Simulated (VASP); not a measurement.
Method: rev-vdW-DF2, VASP's PBE PAW potentials (set 64) (plane waves; VASP).

Input for VASP

File KPOINTS:
```
kpoints
0
gamma
  7 7 5
```

File POSCAR:
```
PtS2
1
    1.7568301235    -3.0429191060     0.0000000000
    1.7568301235     3.0429191060     0.0000000000
    0.0000000000     0.0000000000     4.7690359243
Pt S
1 2
Direct
  0.0000000000   0.0000000000   0.0000000000
  0.3333330000   0.6666670000   0.2507925845
  0.6666670000   0.3333330000   0.7492074155
```

INCAR:
```
SYSTEM = PtS2
PREC = Accurate; ENCUT = 520; LREAL = .False.
LASPH = .True.
EDIFF = 1E-7; NELM = 100; ALGO = Normal
LMAXMIX = 6
ISMEAR = 0; SIGMA = 0.05
GGA = MK; LUSE_VDW = .True.; AGGAC = 0.0
PARAM1 = 0.1234568; PARAM2 = 0.7114; ZAB_VDW = -1.8867
IBRION = 2; NSW = 30; ISIF = 4
EDIFFG = -0.01
LWAVE = .False.; LCHARG = .False.
```

POTCAR, in this order: Pt S (PBE.64 set). Program: vasp_std.

The run wrote:

OSZICAR:
```
       N       E                     dE             d eps       ncg     rms          rms(c)
DAV:   1     0.124848309197E+03    0.12485E+03   -0.10729E+04   968   0.132E+03
DAV:   2    -0.654919834741E+01   -0.13140E+03   -0.12899E+03  1184   0.253E+02
DAV:   3    -0.119623243282E+02   -0.54131E+01   -0.53752E+01  1261   0.546E+01
DAV:   4    -0.120197080724E+02   -0.57384E-01   -0.57373E-01  1191   0.618E+00
DAV:   5    -0.120206839216E+02   -0.97585E-03   -0.97582E-03  1310   0.773E-01    0.201E+01
DAV:   6    -0.109110566705E+02    0.11096E+01   -0.76307E+00   988   0.287E+01    0.131E+01
DAV:   7    -0.107157870278E+02    0.19527E+00   -0.13010E+00   974   0.127E+01    0.622E+00
DAV:   8    -0.106954304527E+02    0.20357E-01   -0.70346E-02  1107   0.213E+00    0.138E+00
DAV:   9    -0.106906735317E+02    0.47569E-02   -0.13177E-02  1128   0.133E+00    0.203E-01
DAV:  10    -0.106908223436E+02   -0.14881E-03   -0.14867E-03  1226   0.298E-01    0.866E-02
DAV:  11    -0.106908383273E+02   -0.15984E-04   -0.45967E-05  1163   0.565E-02    0.344E-02
DAV:  12    -0.106908373813E+02    0.94604E-06   -0.68166E-06  1191   0.285E-02    0.103E-02
DAV:  13    -0.106908378531E+02   -0.47181E-06   -0.77891E-07  1156   0.779E-03    0.334E-03
DAV:  14    -0.106908379068E+02   -0.53719E-07   -0.12484E-07   704   0.267E-03
   1 F= -.10690838E+02 E0= -.10690838E+02  d E =-.106908E+02
       N       E                     dE             d eps       ncg     rms          rms(c)
DAV:   1    -0.107444157042E+02   -0.53578E-01   -0.58303E+00   960   0.153E+01    0.165E+00
DAV:   2    -0.107496905721E+02   -0.52749E-02   -0.25794E-01  1163   0.401E+00    0.775E-01
DAV:   3    -0.107458518461E+02    0.38387E-02   -0.10669E-02  1380   0.830E-01    0.441E-01
DAV:   4    -0.107454055292E+02    0.44632E-03   -0.34139E-03  1130   0.398E-01    0.128E-01
DAV:   5    -0.107453978818E+02    0.76473E-05   -0.31876E-04  1079   0.142E-01    0.973E-02
DAV:   6    -0.107453987276E+02   -0.84580E-06   -0.51112E-05  1205   0.569E-02    0.285E-02
DAV:   7    -0.107453990086E+02   -0.28098E-06   -0.24973E-06  1219   0.149E-02    0.830E-03
DAV:   8    -0.107453990196E+02   -0.10993E-07   -0.39094E-07  1015   0.695E-03
   2 F= -.10745399E+02 E0= -.10745395E+02  d E =-.545611E-01
       N       E                     dE             d eps       ncg     rms          rms(c)
DAV:   1    -0.107552279281E+02   -0.98289E-02   -0.37528E+00   960   0.123E+01    0.127E+00
DAV:   2    -0.107600778570E+02   -0.48499E-02   -0.16655E-01  1191   0.318E+00    0.575E-01
DAV:   3    -0.107576509300E+02    0.24269E-02   -0.61767E-03  1361   0.631E-01    0.310E-01
DAV:   4    -0.107573686758E+02    0.28225E-03   -0.21626E-03  1147   0.319E-01    0.919E-02
DAV:   5    -0.107573650446E+02    0.36312E-05   -0.20440E-04  1072   0.109E-01    0.734E-02
DAV:   6    -0.107573658267E+02   -0.78208E-06   -0.29879E-05  1149   0.445E-02    0.239E-02
DAV:   7    -0.107573660587E+02   -0.23199E-06   -0.20699E-06  1233   0.146E-02    0.887E-03
DAV:   8    -0.107573659863E+02    0.72329E-07   -0.43990E-07   975   0.764E-03
   3 F= -.10757366E+02 E0= -.10757125E+02  d E =-.665281E-01
       N       E                     dE             d eps       ncg     rms          rms(c)
DAV:   1    -0.107573964994E+02   -0.30441E-04   -0.12257E-02   960   0.709E-01    0.717E-02
DAV:   2    -0.107574182971E+02   -0.21798E-04   -0.54540E-04  1219   0.180E-01    0.330E-02
DAV:   3    -0.107574110811E+02    0.72160E-05   -0.16973E-05  1340   0.331E-02    0.165E-02
DAV:   4    -0.107574102859E+02    0.79518E-06   -0.79772E-06  1197   0.197E-02    0.466E-03
DAV:   5    -0.107574103273E+02   -0.41343E-07   -0.87468E-07  1051   0.687E-03
   4 F= -.10757410E+02 E0= -.10757188E+02  d E =-.665724E-01
       N       E                     dE             d eps       ncg     rms          rms(c)
DAV:   1    -0.107692652528E+02   -0.11855E-01   -0.50704E-01   967   0.525E+00    0.595E-01
DAV:   2    -0.107626729524E+02    0.65923E-02   -0.24368E-02  1093   0.133E+00    0.316E-01
DAV:   3    -0.107615223823E+02    0.11506E-02   -0.36897E-03  1149   0.568E-01    0.136E-01
DAV:   4    -0.107611856880E+02    0.33669E-03   -0.97714E-04  1107   0.242E-01    0.665E-02
DAV:   5    -0.107611709224E+02    0.14766E-04   -0.11422E-04  1163   0.811E-02    0.249E-02
DAV:   6    -0.107611722948E+02   -0.13725E-05   -0.11835E-05  1209   0.277E-02    0.120E-02
DAV:   7    -0.107611727545E+02   -0.45968E-06   -0.13545E-06  1156   0.118E-02    0.473E-03
DAV:   8    -0.107611728901E+02   -0.13560E-06   -0.16804E-07   753   0.367E-03    0.170E-03
DAV:   9    -0.107611729065E+02   -0.16437E-07   -0.19564E-08   501   0.119E-03
   5 F= -.10761173E+02 E0= -.10760894E+02  d E =-.376258E-02
       N       E                     dE             d eps       ncg     rms          rms(c)
DAV:   1    -0.107659848278E+02   -0.48119E-02   -0.25165E-01   960   0.370E+00    0.421E-01
DAV:   2    -0.107626990391E+02    0.32858E-02   -0.12107E-02  1093   0.933E-01    0.222E-01
DAV:   3    -0.107621248373E+02    0.57420E-03   -0.18329E-03  1142   0.398E-01    0.951E-02
DAV:   4    -0.107619592919E+02    0.16555E-03   -0.47726E-04  1114   0.169E-01    0.462E-02
DAV:   5    -0.107619520967E+02    0.71953E-05   -0.55107E-05  1163   0.565E-02    0.175E-02
DAV:   6    -0.107619527806E+02   -0.68388E-06   -0.57941E-06  1216   0.194E-02    0.822E-03
DAV:   7    -0.107619530051E+02   -0.22450E-06   -0.66725E-07  1177   0.826E-03    0.337E-03
DAV:   8    -0.107619530817E+02   -0.76646E-07   -0.81475E-08   557   0.259E-03
   6 F= -.10761953E+02 E0= -.10761656E+02  d E =-.454275E-02
```

### OUTCAR
```
------------------------ aborting loop because EDIFF is reached ----------------------------------------
  FORCE on cell =-STRESS in cart. coord.  units (eV):
  Direction    XX          YY          ZZ          XY          YZ          ZX
  --------------------------------------------------------------------------------------
  Total        0.9133858      0.9133859      0.9097481      0.0000000      0.0000000      0.0000000
  in kB       28.7001436     28.7001454     28.5858422      0.0000000      0.0000000      0.0000000
  external PRESSURE =      28.6620437 kB  Pullay stress =       0.0000000 kB
  volume of cell :       50.99
      direct lattice vectors                 reciprocal lattice vectors
     1.790488003 -3.101216288 -0.000000000     0.279253477 -0.161227065 -0.000000000
     1.790488003  3.101216288 -0.000000000     0.279253477  0.161227065  0.000000000
    -0.000000000 -0.000000000  4.591422928     0.000000000  0.000000000  0.217797405
 POSITION                                       TOTAL-FORCE (eV/Angst)
 -----------------------------------------------------------------------------------
      0.00000     -0.00000      0.00000         0.000000     -0.000000      0.000000
      1.79049      1.03374      1.21164         0.000000     -0.000000      0.001035
      1.79049     -1.03374      3.37978        -0.000000      0.000000     -0.001035
 -----------------------------------------------------------------------------------
    total drift:                                0.000000     -0.000000      0.000000
  FREE ENERGIE OF THE ION-ELECTRON SYSTEM (eV)
  ---------------------------------------------------
  free  energy   TOTEN  =       -10.7619530817 eV

  energy  without entropy=      -10.7613594576  energy(sigma->0) =      -10.76165627

 reached required accuracy - stopping structural energy minimisation
```
(Selected blocks of OUTCAR.)

**CONTCAR**
```
PtS2
   1.00000000000000
     1.7904880033727526   -3.1012162881887537   -0.0000000000000000
     1.7904880033727526    3.1012162881887537   -0.0000000000000000
    -0.0000000000000000   -0.0000000000000000    4.5914229284625696
  Pt              S
     1     2
Direct
     0.0000000000000000    0.0000000000000000    0.0000000000000000
     0.3333330000000032    0.6666669999999968    0.2638920510828144
     0.6666669999999968    0.3333330000000032    0.7361079489171855
```

The compound is PtS2 in the 1T layered structure. This cell is one point of a volume scan, at 0.94 of the reference volume. Symmetry was kept, so distortions that lower it aren't found.
